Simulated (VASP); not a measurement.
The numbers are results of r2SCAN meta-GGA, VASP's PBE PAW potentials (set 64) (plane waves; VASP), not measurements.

Input for VASP

**KPOINTS**
```
Automatic mesh
0
Gamma
15 15 15
```

INCAR:
```
ALGO = Normal
EDIFF = 1E-8
EDIFFG = -0.001
ENCUT = 400
IBRION = 1
ISIF = 2
ISMEAR = 1
LASPH = .True.
LCHARG = .False.
LMAXMIX = 6
LMIXTAU = .True.
LREAL = .False.
LWAVE = .False.
METAGGA = R2SCAN
NELM = 100
NSW = 30
PREC = Accurate
SIGMA = 0.1
SYSTEM = Ir
```

**POSCAR**
```
Ir
1
    0.0000000000     1.9260577671     1.9260577671
    1.9260577671    -0.0000000000     1.9260577671
    1.9260577671     1.9260577671     0.0000000000
Ir
1
Direct
  0.0000000000   0.0000000000   0.0000000000
```

POTCAR, in this order: Ir (PBE.64 set). Program: vasp_std.

The resulting files:

File OSZICAR:
```
       N       E                     dE             d eps       ncg     rms          rms(c)
DAV:   1    -0.103462022691E+02   -0.10346E+02   -0.39787E+03  2008   0.848E+02
DAV:   2    -0.541809587833E+02   -0.43835E+02   -0.41662E+02  1944   0.191E+02
DAV:   3    -0.547162680902E+02   -0.53531E+00   -0.53464E+00  2712   0.287E+01
DAV:   4    -0.547202270911E+02   -0.39590E-02   -0.39587E-02  2544   0.178E+00
DAV:   5    -0.547202601809E+02   -0.33090E-04   -0.33089E-04  2784   0.959E-02    0.154E+01
DAV:   6    -0.519181330749E+02    0.28021E+01   -0.26658E+00  2184   0.203E+01    0.510E+00
DAV:   7    -0.522398703217E+02   -0.32174E+00   -0.26503E-01  1920   0.535E+00    0.343E+00
DAV:   8    -0.520580055727E+02    0.18186E+00   -0.34860E-01  1936   0.452E+00    0.124E+00
DAV:   9    -0.523649148071E+02   -0.30691E+00   -0.10660E-01  1944   0.242E+00    0.333E-01
DAV:  10    -0.523720003432E+02   -0.70855E-02   -0.43536E-03  2240   0.591E-01    0.758E-02
DAV:  11    -0.523692292706E+02    0.27711E-02   -0.20216E-03  2168   0.482E-01    0.115E-01
DAV:  12    -0.523721200873E+02   -0.28908E-02   -0.13966E-03  2176   0.318E-01    0.144E-02
DAV:  13    -0.523723620847E+02   -0.24200E-03   -0.31382E-04  2424   0.145E-01    0.186E-02
DAV:  14    -0.523723646314E+02   -0.25467E-05   -0.36711E-06  2400   0.193E-02    0.128E-02
DAV:  15    -0.523723663351E+02   -0.17037E-05   -0.18623E-06  2328   0.161E-02    0.550E-03
DAV:  16    -0.523723669355E+02   -0.60035E-06   -0.67806E-07  2080   0.822E-03    0.257E-03
DAV:  17    -0.523723669967E+02   -0.61226E-07   -0.17353E-07  2128   0.444E-03    0.518E-04
DAV:  18    -0.523723669803E+02    0.16433E-07   -0.84597E-08  2216   0.328E-03    0.427E-04
DAV:  19    -0.523723669957E+02   -0.15425E-07   -0.84553E-09  1736   0.880E-04    0.146E-04
DAV:  20    -0.523723669950E+02    0.68258E-09   -0.95352E-10  1048   0.369E-04
   1 F= -.52372367E+02 E0= -.52372221E+02  d E =-.523724E+02
```

File OUTCAR:
```
------------------------ aborting loop because EDIFF is reached ----------------------------------------
  FORCE on cell =-STRESS in cart. coord.  units (eV):
  Direction    XX          YY          ZZ          XY          YZ          ZX
  --------------------------------------------------------------------------------------
  Total        0.0027316      0.0027316      0.0027316      0.0000000      0.0000000      0.0000000
  in kB        0.3062624      0.3062624      0.3062624      0.0000000      0.0000000      0.0000000
  external PRESSURE =       0.3062624 kB  Pullay stress =       0.0000000 kB
  volume of cell :       14.29
      direct lattice vectors                 reciprocal lattice vectors
     0.000000000  1.926057767  1.926057767    -0.259597614  0.259597614  0.259597614
     1.926057767  0.000000000  1.926057767     0.259597614 -0.259597614  0.259597614
     1.926057767  1.926057767  0.000000000     0.259597614  0.259597614 -0.259597614
 POSITION                                       TOTAL-FORCE (eV/Angst)
 -----------------------------------------------------------------------------------
      0.00000      0.00000      0.00000         0.000000      0.000000      0.000000
 -----------------------------------------------------------------------------------
    total drift:                                0.000000     -0.000000      0.000000
  FREE ENERGIE OF THE ION-ELECTRON SYSTEM (eV)
  ---------------------------------------------------
  free  energy   TOTEN  =       -52.3723669950 eV

  energy  without entropy=      -52.3719282413  energy(sigma->0) =      -52.37222074

 reached required accuracy - stopping structural energy minimisation
```
(Selected blocks of OUTCAR.)

The structure comes from a computed database's Ir entry (Fm-3m); how it stands against other phases isn't given here. It was relaxed first. The start is the result of an earlier pass.
